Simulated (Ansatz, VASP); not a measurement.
## Bi (Bismuth): VASP beside Ansatz

Wanted: the spread between two codes on one cell, functional and k mesh. The structure shown is the start of the Ansatz relaxation below; VASP solves that cell, so the two are compared at the walk's first step.

Calculated with Ansatz 0.2.0; plane waves, with VASP 6.6.1 beside it; single point at LDA.

## Step 1: Set-up

The structure is trigonal, space group R-3m (No. 166). The conventional cell has a = 4.314 Å, b = 4.314 Å, c = 11.949 Å, α = 90.00°, β = 90.00°, γ = 120.00°. Nearest to Bi lie 3 Bi at 3.01 Å.

Structure file:

```cif
data_structure
_symmetry_space_group_name_H-M 'P 1'
_symmetry_Int_Tables_number 1
_cell_length_a 4.6977
_cell_length_b 4.6977
_cell_length_c 4.6977
_cell_angle_alpha 54.667
_cell_angle_beta 54.667
_cell_angle_gamma 54.667
_cell_volume 64.20
loop_
_atom_site_label
_atom_site_type_symbol
_atom_site_fract_x
_atom_site_fract_y
_atom_site_fract_z
_atom_site_occupancy
Bi1 Bi 0.23732 0.23732 0.23732 1
Bi2 Bi 0.76268 0.76268 0.76268 1
```

## Step 2: Ansatz: relaxation, LDA

Ansatz runs on its PAW soft_1 files.

The two programs are compared at the cell with which this relaxation starts, whose forces are those of its first step.

File input.yaml:

```yaml
crystal:
  lattice:
    - [2.1570520411, 1.2453745766, 3.9830449873]
    - [-2.1570520411, 1.2453745766, 3.9830449873]
    - [0.0, -2.4907491531, 3.9830449873]
  atoms:
    - { symbol: Bi, position: [0.2373229482, 0.2373229482, 0.2373229482] }
    - { symbol: Bi, position: [0.7626770518, 0.7626770518, 0.7626770518] }
  conventional_axes: [[1, -1, 0], [0, 1, -1], [1, 1, 1]]
kpoints:
  mp_grid: { grid: [12, 12, 12] }
hamiltonian:
  xc: lda
  pseudopotentials: { kind: paw, azcp: { folder: soft_1 }, xc_functional: pbe }
scf:
  occupations: { method: methfessel_paxton, width: 0.2 }
output:
  forces: true
  stress: true
  eigenvalues: true
relax:
  adjacent_minimum: "off"
  f_tol: 0.001
  max_steps: 60
  cell: { stress_tol: 0.01, fix: [a, b, gamma] }
```

Command:

```
> ansatz run input.yaml --threads 4 --pin off --max-ram 10240MiB --backend cpu --events-out ev --progress --plain --runs-dir out
```

Numbers of over 12 decimals in the logs are rounded to 6 here.

Output:

```text
Engine: ansatz 0.2.0, aarch64-unknown-linux-gnu
Pseudopotentials: kind: paw
Pseudopotential: Bi, paw, valence charge 15, recommended cutoff 420 eV (normal), soft_1/Bi.paw.azcp
Functional definition: SPW92
  exchange = slater_x
  correlation = pw_c
Crystal: 2 atoms, lattice volume = 64.199 Å³
Basis set: ecut = 420 eV, 1237 PW (Γ)
Bands: 19, of which v1, the nominal top of the filled ones, is band 15 counted from 1 (14 counted from 0)
Symmetry: 12 space group operations
Space group: R-3m (ITA 166), of the structure as read, at distance tolerance 4.0e-5 Å
k-points: 189 of 1728
Non-local potential: Bi, projectors of the file, l = 0: 2, l = 1: 2, l = 2: 2, l = 3: 1
PAW form: soft (Blöchl's): semilocal exchange-correlation on the pseudo side does not see the compensation charge
PAW frozen core: Bi, regenerated for the run's functional, and the local potential with it (the file was generated under x = pbe(κ = 0.804, μ = 0.219515), c = pbe(β = 0.066725))
PAW one-centre angular grid: Bi, 590 points (default); XC on 64 Gauss nodes
Initial density: superposition of atomic densities (chi_scale 0.1, normalization cell)
Initial wavefunctions: pseudopotential atomic-orbital guess
Functional: x = slater, c = lda
SCF iter   1: F=—  HF=-24175.658874 eV  |F-HF|=—  |Δ(HF+E_count)|=         —  Δρ=1.25e-2  dr2=8.73e-2  ethr=3.10e-3  ⟨swp⟩=5.4  Hψ=17485  notcnv=0
preconditioner: auto → Kerker (q_TF=auto, 2.403 Å⁻¹)  [metal: Δε(μ)=0.008 eV  Ē_g=20.452 eV  σ=0.200 eV  W_gap=0.03  n_scr=14 (ndim 8)  ℏωp=25.4 eV  f_vac=0.000  D(μ)=0.52/eV (n_scr^D=0)]
SCF iter   2: F=—  HF=-24175.641198 eV  |F-HF|=—  |Δ(HF+E_count)|=   1.77e-2  S|Δr|=    0.00e0  Δρ=7.80e-3  dr2=3.78e-2  ethr=2.91e-4  ⟨swp⟩=1.0  Hψ=5103  notcnv=0
SCF iter   3: F=—  HF=-24175.632402 eV  |F-HF|=—  |Δ(HF+E_count)|=   8.80e-3  S|Δr|=    0.00e0  Δρ=1.12e-3  dr2=1.46e-3  ethr=1.26e-4  ⟨swp⟩=2.2  Hψ=6444  notcnv=0
SCF iter   4: F=—  HF=-24175.632174 eV  |F-HF|=—  |Δ(HF+E_count)|=   2.29e-4  S|Δr|=    0.00e0  Δρ=3.54e-4  dr2=1.33e-4  ethr=4.88e-6  ⟨swp⟩=2.7  Hψ=5841  notcnv=0
SCF iter   5: F=—  HF=-24175.632172 eV  |F-HF|=—  |Δ(HF+E_count)|=   1.37e-6  S|Δr|=    0.00e0  Δρ=1.31e-4  dr2=1.29e-5  ethr=4.43e-7  ⟨swp⟩=3.0  Hψ=6473  notcnv=0
SCF iter   6: F=—  HF=-24175.632165 eV  |F-HF|=—  |Δ(HF+E_count)|=   7.54e-6  S|Δr|=    0.00e0  Δρ=2.15e-5  dr2=4.49e-7  ethr=4.31e-8  ⟨swp⟩=2.0  Hψ=6431  notcnv=0
SCF iter   7: F=-24175.632165 eV  HF=-24175.632165 eV  |F-HF|=9.12e-9  |Δ(HF+E_count)|=   3.53e-8  S|Δr|=    0.00e0  Δρ=5.85e-6  dr2=4.50e-8  ethr=3.33e-10  ⟨swp⟩=5.7  Hψ=16971  notcnv=0
SCF 1 converged in 7 iterations: F = -24175.632165 eV  dr2 = 4.50e-8
  greatest PAW one-centre occupation: 0.988 electrons in one spin orbital (limit 2), on the Bi atom at site 1 (counted from 0), in its partial waves of l = 2
relax step   1: F+E_penalty+E_count = -24175.63216475 eV  Δ(F+E_penalty+E_count) = +0.000e0 eV  max|allowed force component| = 1.084e-1 eV/Å  Δτ_max = 0.0000 Å  P = +2.781 GPa  Ω = 64.199 Å³  fix = [a, b, gamma]  reactions: a +3.594, b +3.594 GPa  (7 SCF iters, dr2 threshold 1.00e-7 eV, accepted)
[...]
relax step   2: F+E_penalty+E_count = -24175.63472989 eV  Δ(F+E_penalty+E_count) = -2.565e-3 eV  max|allowed force component| = 7.580e-2 eV/Å  Δτ_max = 0.0159 Å  P = +1.342 GPa  Ω = 65.230 Å³  energy of the carried Pulay correction = -8.397e-5 eV  fix = [a, b, gamma]  reactions: a +2.233, b +2.233 GPa  (5 SCF iters, dr2 threshold 2.00e-7 eV, accepted)
[...]
relax step   3: F+E_penalty+E_count = -24175.63573024 eV  Δ(F+E_penalty+E_count) = -1.000e-3 eV  max|allowed force component| = 1.610e-2 eV/Å  Δτ_max = 0.0067 Å  P = +1.783 GPa  Ω = 64.950 Å³  energy of the carried Pulay correction = -6.127e-5 eV  fix = [a, b, gamma]  reactions: a +2.652, b +2.652 GPa  (4 SCF iters, dr2 threshold 2.00e-7 eV, accepted)
[...]
relax step   4: F+E_penalty+E_count = -24175.63578472 eV  Δ(F+E_penalty+E_count) = -5.448e-5 eV  max|allowed force component| = 1.273e-2 eV/Å  Δτ_max = 0.0018 Å  P = +1.743 GPa  Ω = 65.039 Å³  energy of the carried Pulay correction = -6.856e-5 eV  fix = [a, b, gamma]  reactions: a +2.618, b +2.618 GPa  (4 SCF iters, dr2 threshold 1.62e-8 eV, accepted)
[...]
relax step   5: F+E_penalty+E_count = -24175.63581600 eV  Δ(F+E_penalty+E_count) = -3.128e-5 eV  max|allowed force component| = 5.148e-4 eV/Å  Δτ_max = 0.0027 Å  P = +1.761 GPa  Ω = 65.095 Å³  energy of the carried Pulay correction = -7.304e-5 eV  fix = [a, b, gamma]  reactions: a +2.639, b +2.639 GPa  (5 SCF iters, dr2 threshold 1.01e-8 eV, accepted)
[...]
relax step   6: F+E_penalty+E_count = -24175.63588974 eV  Δ(F+E_penalty+E_count) = -7.374e-5 eV  max|allowed force component| = 5.170e-4 eV/Å  Δτ_max = 0.0000 Å  P = +1.761 GPa  Ω = 65.095 Å³  fix = [a, b, gamma]  reactions: a +2.639, b +2.639 GPa  stress off target by 5.09e-3 GPa on what of the cell is left free  SCF on the basis re-selected at this cell (its energy is not comparable with the rows above)  (6 SCF iters)
basis re-selected at this cell: Δ(F+E_penalty+E_count) = -7.374e-5 eV, ΔP = +0.000 GPa vs the last step (what re-selecting the basis moved, of the pressure what is left beyond the Pulay correction that the steps carried, after the strain that the cell walked since its last selection, with what the two solves' SCF thresholds leave and, on support functions, any second-order correction that the steps lacked; it is no m [...]
SCF converged after 6 iterations
Stability not checked: this state was not tested for a lower state beside it, because cold or Methfessel-Paxton smearing, or corrected tetrahedra, fill the levels in a way that the test cannot read (fill_not_monotonic; see scf.lower_state_search)
Free energy (F): -24175.635890 eV
Harris-Foulkes:  -24175.635890 eV  (|F-HF|=3.64e-12)
Internal energy: -24175.636009 eV  (E = F + TS)
E sigma→0 (E₀):  -24175.635920 eV
Entropy (-TS):   0.000120 eV (0.060 meV/atom)
Fermi energy:    10.636481 eV
--- Per-component energies (eV) ---
  E_band       = -192.971320
  E_kinetic    = 512.413201
  E_local      = -2599.990661  (includes V_loc(G=0)·N_el)
  E_nonlocal   = 825.289501
  E_hartree    = 964.987955
  E_xc         = -302.315948
  E_vxc        = -264.219564  (∫ρ·V_xc dr)
  E_paw        = -20705.351127  (= ΣΔE_a)
  E_vpaw       = -596.440151  (= ΣTr[D̂ρ^β])
  E_aug_tail   = 0.000436  (compensation charges beyond the density's cutoff)
  E_ewald      = -2870.659724
  E_core_change = -0.009642  (= ΣΔE_core)
  E_smearing   = 0.000120  (= −TS)
  E_closure    = -0.000000  (closes the sum)
  Σ components = -24175.635890   (vs F -24175.635890, Δ=0.00e0)
--- Forces (eV/Å), atoms counted from 1 ---
  atom   1  Bi     0.00000000    -0.00000000    -0.00051699
  atom   2  Bi    -0.00000000     0.00000000     0.00051699
  max |Σ_I F_I| component: 6.94e-18 eV/Å
--- Stress (GPa, compression-positive) ---
        2.638815       0.000000      -0.000000
        0.000000       2.638815      -0.000000
       -0.000000      -0.000000       0.005091
  P = ⅓ Tr σ = 1.7609 GPa (17.609 kbar)
--- Band table (eV; the first three rows and the last of 189) ---
  k-point 0: bands = [... 11 lower, 3.1865, 8.3030, 9.6468, 9.6468, 13.5487, 13.7185, 13.7185, 15.9195]
  k-point 1: bands = [... 11 lower, 3.0245, 8.3766, 9.5661, 9.6323, 13.2853, 13.4836, 13.5180, 15.8484]
  k-point 2: bands = [... 11 lower, 2.5724, 8.5532, 9.4193, 9.6004, 12.4499, 13.0284, 13.1001, 15.6764]
  k-point 188: bands = [... 11 lower, 0.0637, 10.3089, 10.4205, 10.4205, 11.4779, 11.4779, 11.5887, 17.6422]
--- Relaxed structure (5 steps of the walk, 5 accepted, 1 SCFs on fresh bases) ---
  F+E_penalty+E_count = -24175.63588974 eV   max|allowed force component| = 5.170e-4 eV/Å   (the final SCF, on the basis selected at the relaxed cell)
  cell:  # Å, volume = 65.0948 Å³
    - [2.157052, 1.245375, 4.038632]
    - [-2.157052, 1.245375, 4.038632]
    - [0, -2.490749, 4.038632]
  atoms:
    - { symbol: Bi, position: [0.237720, 0.237720, 0.237720] }
    - { symbol: Bi, position: [0.762280, 0.762280, 0.762280] }
```

Reading the cycles: dr2 is the Hartree energy of the density residual (eV), the measure of convergence; HF is the Harris–Foulkes estimate of the energy, which meets the free energy F at convergence.

## Step 3: VASP: single point, LDA, start cell, pair 1

The same cell, functional (in two slightly different forms), mesh and smearing now go to VASP, with its own data sets.

Lines of VASP's logs that name or quote its potential files are left out, and so is its time.

File INCAR:

```
SYSTEM = Bi
PREC = Accurate
ENCUT = 400
EDIFF = 1E-06
NELM = 120
ISMEAR = 1
SIGMA = 0.2
LREAL = .FALSE.
ALGO = Normal
GGA = CA
NBANDS = 21
LORBIT = 11
LWAVE = .FALSE.
LCHARG = .FALSE.
ISIF = 2
LASPH = .TRUE.
GGA_COMPAT = .FALSE.
KPAR = 2
```

File POSCAR:

```
Bi
1.0
    2.1570520000      1.2453750000      3.9830450000
   -2.1570520000      1.2453750000      3.9830450000
    0.0000000000     -2.4907490000      3.9830450000
Bi
2
Direct
    0.2373229209      0.2373229209      0.2373230162
    0.7626769453      0.7626769453      0.7626772515
```

File KPOINTS:

```
Automatic mesh
0
Gamma
12 12 12
0 0 0
```

PAW data sets: Bi_d (LDA family, release 64).

Command:

```
> mpirun -np 2 vasp_std
```

Output:

```text
[banner, memory and clock lines left out]
running    2 mpi-ranks, on    1 nodes
 distrk:  each k-point on    1 cores,    2 groups
 distr:  one band on    1 cores,    1 groups

 POSCAR found type information on POSCAR Bi
 POSCAR found :  1 types and       2 ions
 LDA part: xc-table for (Slater(with rela. corr.)+CA(PZ))
 , standard interpolation
 POSCAR, INCAR and KPOINTS ok, starting setup
 FFT: planning ... GRIDC
 FFT: planning ... GRID_SOFT
 FFT: planning ... GRID
 WAVECAR not read
 entering main loop
       N       E                     dE             d eps       ncg     rms          rms(c)
DAV:   1     0.283407749333E+03    0.28341E+03   -0.14398E+04  7961   0.150E+03
DAV:   2     0.142898788898E+02   -0.26912E+03   -0.26352E+03  8093   0.410E+02
DAV:   3    -0.832145752554E+01   -0.22611E+02   -0.22341E+02  9452   0.139E+02
DAV:   4    -0.906384490362E+01   -0.74239E+00   -0.74192E+00  9603   0.280E+01
DAV:   5    -0.909462413756E+01   -0.30779E-01   -0.30778E-01 11268   0.496E+00    0.114E+00
DAV:   6    -0.907629860181E+01    0.18326E-01   -0.18712E-02 10380   0.150E+00    0.656E-01
DAV:   7    -0.906779084417E+01    0.85078E-02   -0.13590E-02  9977   0.126E+00    0.104E-01
DAV:   8    -0.906775358736E+01    0.37257E-04   -0.14332E-03  9099   0.426E-01    0.199E-02
DAV:   9    -0.906776234665E+01   -0.87593E-05   -0.72965E-05 11611   0.632E-02    0.102E-02
DAV:  10    -0.906776138916E+01    0.95749E-06   -0.46866E-06  8029   0.192E-02
   1 F= -.90677614E+01 E0= -.90678222E+01  d E =0.182509E-03
```

Parts of OUTCAR (step 3):

```text
ion  position               nearest neighbor table
   1  0.237  0.237  0.237-   2 3.01   2 3.01   2 3.01   2 3.39   2 3.39   2 3.39
   2  0.763  0.763  0.763-   1 3.01   1 3.01   1 3.01   1 3.39   1 3.39   1 3.39

  LATTYP: Found a trigonal (rhomboedric) cell.
 ALAT       =     4.6977100478
 COS(alpha) =     0.5783239982

 Subroutine GETGRP returns: Found 12 space group operations
 (whereof 12 operations were pure point group operations)

The static configuration has the point symmetry D_3d.

 Found    189 irreducible k-points:

   k-points           NKPTS =    189   k-points in BZ     NKDIM =    189   number of bands    NBANDS=     21

   dimension x,y,z NGX =    32 NGY =   32 NGZ =   32
   dimension x,y,z NGXF=    64 NGYF=   64 NGZF=   64

   ENCUT  =  400.0 eV  29.40 Ry    5.42 a.u.   7.66  7.66  7.66*2*pi/ulx,y,z

   NELECT =      30.0000    total number of electrons

 k-points in reciprocal lattice and weights: Automatic mesh
   0.00000000  0.00000000  0.00000000       0.001
   0.08333333  0.00000000  0.00000000       0.003
   0.16666667  0.00000000  0.00000000       0.003
   0.25000000  0.00000000  0.00000000       0.003
   0.33333333 -0.00000000  0.00000000       0.003
   0.41666667  0.00000000 -0.00000000       0.003
   0.50000000  0.00000000  0.00000000       0.002
   0.08333333  0.08333333  0.00000000       0.003
   0.16666667  0.08333333  0.00000000       0.007
[...]
-0.41666667  0.50000000  0.41666667       0.003
   0.50000000  0.50000000  0.50000000       0.001

 average (electrostatic) potential at core
       1-103.6928       2-103.6928

 E-fermi :   7.2508

 k-point     1 :       0.0000    0.0000    0.0000
  band No.  band energies     occupation
    ...
     11      -6.5050      2.00000
     12      -0.0222      2.00000
     13       4.9650      2.00000
     14       6.1489      2.00000
     15       6.1489      2.00000
     16      10.1012     -0.00000
     17      10.3401     -0.00000
     18      10.3401     -0.00000
     19      12.5509      0.00000
     20      13.2733      0.00000
    ...

 k-point     2 :       0.0833    0.0000    0.0000
  band No.  band energies     occupation
    ...
     11      -6.4300      2.00000
     12      -0.2005      2.00000
     13       5.0362      2.00000
     14       6.0893      2.00000
     15       6.1362      2.00000
     16       9.9133     -0.00000
     17      10.0407     -0.00000
     18      10.1383     -0.00000
     19      12.4560      0.00000
     20      12.5980      0.00000
    ...

 k-point     3 :       0.1667    0.0000    0.0000
  band No.  band energies     occupation
    ...
     11      -6.2062      2.00000
     12      -0.6925      2.00000
     13       5.1991      2.00000
     14       5.9930      2.00000
     15       6.1088      2.00000
     16       9.0974     -0.00000
     17       9.6441     -0.00000
     18       9.6634     -0.00000
     19      12.2208      0.00000
     20      12.6830      0.00000
    ...

  Total        1.4625585      1.4625587      0.4915249      0.0000000      0.0000000      0.0000000
  in kB       36.5003237     36.5003303     12.2667359      0.0000000      0.0000010      0.0000000
  external PRESSURE =      28.4224633 kB  Pullay stress =       0.0000000 kB

  energy-cutoff  :      400.00
  volume of cell :       64.20
      direct lattice vectors                 reciprocal lattice vectors
     2.157052000  1.245375000  3.983045000     0.231797843  0.133828535  0.083688055
    -2.157052000  1.245375000  3.983045000    -0.231797843  0.133828535  0.083688055
     0.000000000 -2.490749000  3.983045000     0.000000000 -0.267657069  0.083688089

 POSITION                                       TOTAL-FORCE (eV/Angst)
 -----------------------------------------------------------------------------------
      0.00000     -0.00000      2.83580         0.000000      0.000000      0.135272
      0.00000      0.00000      9.11333         0.000000     -0.000000     -0.135272
 -----------------------------------------------------------------------------------
    total drift:                                0.000000      0.000964     -0.000000

  FREE ENERGIE OF THE ION-ELECTRON SYSTEM (eV)
  ---------------------------------------------------
  free  energy   TOTEN  =        -9.0677613892 eV

  energy  without entropy=       -9.0679438983  energy(sigma->0) =       -9.06782223

 total charge
# of ion       s       p       d       tot
------------------------------------------
    1        1.533   1.409   9.919  12.861
    2        1.533   1.409   9.919  12.861
--------------------------------------------------
tot          3.066   2.819  19.839  25.723

[... 3 further parts left out ...]
```

The run ends at a pressure of 2.84 GPa, with forces up to 0.14 eV/Å.

## Step 4: Side by side

Known differences besides the potentials themselves: the two LDA forms differ slightly; the cutoff is 420 eV in Ansatz and 400 eV in VASP; VASP's log shows a relativistic correction to its local exchange, Ansatz's none. Total energies have different zeros and are not compared.

Forces (eV/Å; atoms numbered as in POSCAR):

| atom | Ansatz x, y, z | VASP x, y, z |
| --- | --- | --- |
| Bi1 | 0.000, 0.000, 0.108 | 0.000, 0.000, 0.135 |
| Bi2 | 0.000, 0.000, -0.108 | 0.000, 0.000, -0.135 |

The forces differ by 16 meV/Å r.m.s., which is 19.9 % of the r.m.s. force of 0.078 eV/Å (both taken over all components).

## Step 5: Ansatz: relaxation, LDA

The two programs are compared at the cell with which this relaxation starts, whose forces are those of its first step. The cell compared in this pair holds 64.67 Å³, against 64.20 Å³ for the pair before.

The structure compared here is the start of the Ansatz relaxation; VASP solves that cell, so the two are compared at the walk's first step.

input.yaml, the sections that differ from step 2:

```yaml
crystal:
  lattice:
    - [2.1795213332, 1.2583472284, 3.9301500599]
    - [-2.1795213332, 1.2583472284, 3.9301500599]
    - [0.0, -2.5166944568, 3.9301500599]
  atoms:
    - { symbol: Bi, position: [0.2370937826, 0.2370937826, 0.2370937826] }
    - { symbol: Bi, position: [0.7629062174, 0.7629062174, 0.7629062174] }
  conventional_axes: [[1, -1, 0], [0, 1, -1], [1, 1, 1]]
# kpoints, hamiltonian, scf, output, relax: as in step 2
```

Command:

```
> ansatz run input.yaml --threads 4 --pin off --max-ram 10240MiB --backend cpu --events-out ev --progress --plain --runs-dir out
```

Output:

```text
[...]
Crystal: 2 atoms, lattice volume = 64.673 Å³
Basis set: ecut = 420 eV, 1273 PW (Γ)
Bands: 19, of which v1, the nominal top of the filled ones, is band 15 counted from 1 (14 counted from 0)
Symmetry: 12 space group operations
[...]
k-points: 189 of 1728
[...]
k-point 188: bands = [... 11 lower, 0.0285, 10.0309, 10.1903, 10.1903, 11.2623, 11.2623, 11.3806, 17.6096]
--- Relaxed structure (5 steps of the walk, 5 accepted, 1 SCFs on fresh bases) ---
[...]
cell:  # Å, volume = 65.5433 Å³
    - [2.179521, 1.258347, 3.983045]
    - [-2.179521, 1.258347, 3.983045]
    - [0, -2.516694, 3.983045]
  atoms:
    - { symbol: Bi, position: [0.237323, 0.237323, 0.237323] }
    - { symbol: Bi, position: [0.762677, 0.762677, 0.762677] }
[key lines of the parts left out:]
SCF converged after 6 iterations
Free energy (F): -24175.656408 eV
Fermi energy:    10.534151 eV
P = ⅓ Tr σ = 1.4708 GPa (14.708 kbar)
```

[end of part 1 of 2]

[Lines on the potential files, build, host, timing and source positions are cut from VASP's logs without a mark.]

[Logs are printed without paths, hosts, clocks, repeated set-up lines and the standing remarks that a program may print on its own settings, such as how far it seeks lower states.]

[Hosts, paths, dates, database ids (printed as entryN), source tags and the programs' standing remarks are cut or masked in the printed files.]
